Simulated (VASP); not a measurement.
Calculation: PBEsol GGA, VASP's PBE PAW potentials (set 64) (plane waves; VASP).

VASP input:

### KPOINTS
```
Automatic mesh
0
Gamma
10 10 10
0 0 0
```

**INCAR**
```
! general
SYSTEM  = ZnS
PREC    = Accurate
ENCUT   = 520   ! plane-wave cut-off (eV)
LREAL   = .FALSE.   ! projection in real space or not
LASPH   = .TRUE.   ! aspherical one-centre terms

! electronic loop
EDIFF   = 1E-7   ! SCF stop (eV)
NELM    = 100   ! most electronic steps
ALGO    = Normal
LMAXMIX = 4   ! l cut-off of mixed one-centre charges

! smearing
ISMEAR  = -5

! functional
GGA     = PS

! ions
ISIF    = 2

! output
LWAVE   = .FALSE.
LCHARG  = .TRUE.
LORBIT  = 11   ! lm-projected
NEDOS   = 601   ! DOS grid
```

File POSCAR:
```
ZnS
1
    0.0000000000     2.6803275734     2.6803275734
    2.6803275734     0.0000000000     2.6803275734
    2.6803275734     2.6803275734     0.0000000000
Zn S
1 1
Direct
  0.0000000000   0.0000000000   0.0000000000
  0.2500000000   0.2500000000   0.2500000000
```

POTCAR, in this order: Zn S (PBE.64 set). Program: vasp_std.

The resulting files:

### OUTCAR
```
 ion  position               nearest neighbor table
   1  0.000  0.000  0.000-   2 2.32   2 2.32   2 2.32   2 2.32
   2  0.250  0.250  0.250-   1 2.32   1 2.32   1 2.32   1 2.32
  LATTYP: Found a face centered cubic cell.
 ALAT       =     5.3606551468
 Subroutine PRICEL returns:
 Original cell was already a primitive cell.
 Subroutine GETGRP returns: Found 24 space group operations
The static configuration has the point symmetry T_d .
The dynamic configuration has the point symmetry T_d .
 Subroutine INISYM returns: Found 24 space group operations
 Subroutine IBZKPT returns following result:
 Found     47 irreducible k-points:

 Following reciprocal coordinates:
            Coordinates               Weight
  0.000000  0.000000  0.000000      1.000000
  0.100000  0.000000  0.000000      8.000000
  0.200000  0.000000  0.000000      8.000000
  0.300000  0.000000  0.000000      8.000000
  0.400000  0.000000  0.000000      8.000000
  0.500000  0.000000  0.000000      4.000000
  0.100000  0.100000  0.000000      6.000000
  0.200000  0.100000  0.000000     24.000000
  0.300000  0.100000  0.000000     24.000000
  0.400000  0.100000  0.000000     24.000000
  0.500000  0.100000  0.000000     24.000000
 -0.400000  0.100000  0.000000     24.000000
 -0.300000  0.100000  0.000000     24.000000
 -0.200000  0.100000  0.000000     24.000000
 -0.100000  0.100000  0.000000     12.000000
  0.200000  0.200000  0.000000      6.000000
  0.300000  0.200000  0.000000     24.000000
  0.400000  0.200000  0.000000     24.000000
  0.500000  0.200000  0.000000     24.000000
 -0.400000  0.200000  0.000000     24.000000
 -0.300000  0.200000  0.000000     24.000000
 -0.200000  0.200000  0.000000     12.000000
  0.300000  0.300000  0.000000      6.000000
  0.400000  0.300000  0.000000     24.000000
  0.500000  0.300000  0.000000     24.000000
 -0.400000  0.300000  0.000000     24.000000
 -0.300000  0.300000  0.000000     12.000000
  0.400000  0.400000  0.000000      6.000000
  0.500000  0.400000  0.000000     24.000000
 -0.400000  0.400000  0.000000     12.000000
  0.500000  0.500000  0.000000      3.000000
  0.300000  0.200000  0.100000     24.000000
  0.400000  0.200000  0.100000     48.000000
  0.500000  0.200000  0.100000     48.000000
 -0.400000  0.200000  0.100000     24.000000
  0.400000  0.300000  0.100000     24.000000
  0.500000  0.300000  0.100000     48.000000
 -0.400000  0.300000  0.100000     48.000000
 -0.300000  0.300000  0.100000     48.000000
 -0.200000  0.300000  0.100000     24.000000
   k-points           NKPTS =     47   k-points in BZ     NKDIM =     47   number of bands    NBANDS=     13
   number of dos      NEDOS =    601   number of ions     NIONS =      2
   total plane-waves  NPLWV =  21952
   dimension x,y,z NGX =    28 NGY =   28 NGZ =   28
   dimension x,y,z NGXF=    56 NGYF=   56 NGZF=   56
   ions per type =               1   1
   PREC   = accura    normal or accurate (medium, high low for compatibility)
   ISTART =      0    job   : 0-new  1-cont  2-samecut
   ICHARG =      2    charge: 1-file 2-atom 10-const
   ISPIN  =      1    spin polarized calculation?
   LNONCOLLINEAR =      F non collinear calculations
   LSORBIT =      F    spin-orbit coupling
   INIWAV =      1    electr: 0-lowe 1-rand  2-diag
   ENCUT  =  520.0 eV  38.22 Ry    6.18 a.u.   7.05  7.05  7.05*2*pi/ulx,y,z
   NELM   =    100;   NELMIN=  2; NELMDL= -5     # of ELM steps
   EDIFF  = 0.1E-06   stopping-criterion for ELM
   LREAL  =      F    real-space projection
   NLSPLINE    = F    spline interpolate recip. space projectors
   LMAXMIX     =    4 max onsite mixed and CHGCAR
...
```

**OSZICAR**
```
       N       E                     dE             d eps       ncg     rms          rms(c)
DAV:   1     0.879826730001E+02    0.87983E+02   -0.92497E+03  1222   0.168E+03
DAV:   2    -0.196205600654E+01   -0.89945E+02   -0.86265E+02  1322   0.286E+02
DAV:   3    -0.792009611442E+01   -0.59580E+01   -0.59293E+01  1472   0.745E+01
DAV:   4    -0.799555746027E+01   -0.75461E-01   -0.75430E-01  1387   0.883E+00
DAV:   5    -0.799667173449E+01   -0.11143E-02   -0.11142E-02  1452   0.107E+00    0.722E+00
DAV:   6    -0.760651527927E+01    0.39016E+00   -0.10278E+00  1663   0.403E+01    0.558E+00
DAV:   7    -0.759224269119E+01    0.14273E-01   -0.35698E-01  1277   0.622E+00    0.264E+00
DAV:   8    -0.758917517189E+01    0.30675E-02   -0.57089E-03  1452   0.727E-01    0.723E-01
DAV:   9    -0.758892334928E+01    0.25182E-03   -0.83617E-04  1462   0.390E-01    0.119E-01
DAV:  10    -0.758900689897E+01   -0.83550E-04   -0.19826E-04  1419   0.222E-01    0.769E-02
DAV:  11    -0.758900401512E+01    0.28838E-05   -0.58430E-05  1492   0.181E-01    0.940E-03
DAV:  12    -0.758900385654E+01    0.15858E-06   -0.24226E-06  1607   0.268E-02    0.320E-03
DAV:  13    -0.758900398808E+01   -0.13154E-06   -0.87894E-07  1302   0.711E-03    0.147E-03
DAV:  14    -0.758900390215E+01    0.85927E-07   -0.64171E-08   891   0.356E-03
   1 F= -.75890039E+01 E0= -.75890039E+01  d E =0.000000E+00
```

**OUTCAR**
```
------------------------ aborting loop because EDIFF is reached ----------------------------------------
  FORCE on cell =-STRESS in cart. coord.  units (eV):
  Direction    XX          YY          ZZ          XY          YZ          ZX
  --------------------------------------------------------------------------------------
  Total        0.0042171      0.0042171      0.0042171      0.0000000      0.0000000      0.0000000
  in kB        0.1754402      0.1754402      0.1754402      0.0000000      0.0000000      0.0000000
  external PRESSURE =       0.1754402 kB  Pullay stress =       0.0000000 kB
  volume of cell :       38.51
      direct lattice vectors                 reciprocal lattice vectors
     0.000000000  2.680327573  2.680327573    -0.186544363  0.186544363  0.186544363
     2.680327573  0.000000000  2.680327573     0.186544363 -0.186544363  0.186544363
     2.680327573  2.680327573  0.000000000     0.186544363  0.186544363 -0.186544363
  FREE ENERGIE OF THE ION-ELECTRON SYSTEM (eV)
  ---------------------------------------------------
  free  energy   TOTEN  =        -7.5890039022 eV

  energy  without entropy=       -7.5890039022  energy(sigma->0) =       -7.58900390

 total charge

# of ion       s       p       d       tot
------------------------------------------
    1        0.532   0.503   9.801  10.836
    2        1.308   2.422   0.000   3.730
--------------------------------------------------
tot          1.841   2.925   9.801  14.566
```
(Selected blocks of OUTCAR.)

The compound is ZnS in the zinc blende structure. It was relaxed first.
